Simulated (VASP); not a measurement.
VASP ran on this input.

### POSCAR
```
ZrB2
1
    1.5284779163    -2.6474019553    -0.0000000000
    1.5284779163     2.6474019553     0.0000000000
   -0.0000000000     0.0000000000     3.3875778656
Zr B
1 2
Direct
  1.0000000000   0.0000000000   0.0000000000
  0.3333330000   0.6666670000   0.5000000000
  0.6666670000   0.3333330000   0.5000000000
```

INCAR:
```
! general
SYSTEM  = ZrB2
PREC    = Accurate
ENCUT   = 620
LREAL   = .FALSE.
LASPH   = .TRUE.

! electronic loop
EDIFF   = 1E-6
NELM    = 100
ALGO    = Normal
LMAXMIX = 4

! smearing
ISMEAR  = 1
SIGMA   = 0.1

! functional
GGA     = PS

! ions
IBRION  = 2
NSW     = 40
ISIF    = 3
EDIFFG  = -0.02
PSTRESS = 300

! output
LWAVE   = .FALSE.
LCHARG  = .FALSE.
```

KPOINTS:
```
Automatic mesh
0
Gamma
11 11 9
0 0 0
```

POTCAR, in this order: Zr_sv B (PBE.64 set). Program: vasp_std.

**Question.** Translate this PBEsol calculation to Quantum ESPRESSO's pw.x.

**Answer.** One equivalent input (not run):
```
&CONTROL
  calculation = 'vc-relax'
  pseudo_dir = './pseudo'
  outdir = './out'
  tprnfor = .true.
  tstress = .true.
  nstep = 40
  forc_conv_thr = 0.00078
/
&SYSTEM
  ibrav = 0
  nat = 3
  ntyp = 2
  ecutwfc = 76
  occupations = 'smearing'
  smearing = 'methfessel-paxton'
  degauss = 0.00735
  input_dft = 'pbesol'
/
&ELECTRONS
  conv_thr = 7.3e-08
  electron_maxstep = 100
/
&IONS
/
&CELL
  press = 300
/
ATOMIC_SPECIES
  Zr 91.224 Zr.upf
  B 10.810 B.upf
CELL_PARAMETERS angstrom
     1.5284779   -2.6474020   -0.0000000
     1.5284779    2.6474020    0.0000000
    -0.0000000    0.0000000    3.3875779
ATOMIC_POSITIONS crystal
  Zr   1.0000000  0.0000000  0.0000000
  B    0.3333330  0.6666670  0.5000000
  B    0.6666670  0.3333330  0.5000000
K_POINTS automatic
  11 11 9 0 0 0
```
Limits of the translation: the potentials are each code's own (VASP's PAW set, PseudoDojo norm-conserving files in pw.x), so ENCUT and ecutwfc are chosen apart and not converted; conv_thr bounds pw.x's estimated SCF error, while EDIFF bounds the energy change between steps; forc_conv_thr acts on force components and is met together with etot_conv_thr.

The compound is ZrB2 in the AlB2 type structure. It was relaxed first under an external pressure of 30 GPa.
